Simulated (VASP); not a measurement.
Level of theory: r2SCAN meta-GGA, VASP's PBE PAW potentials (set 64) (plane waves; VASP 6.6.1). Each cell was relaxed at this level, without spin-orbit coupling.

Which of these comes out without a gap?
A. TiAl, P4/mmm (123)
B. NaI, Fm-3m (225)
C. B, R-3m (166)
D. MgI2, P-3m1 (164)

A, TiAl, P4/mmm (123). The others have gaps of 4.48 eV (NaI, Fm-3m (225)), 4.20 eV (MgI2, P-3m1 (164)), 1.63 eV (B, R-3m (166)).
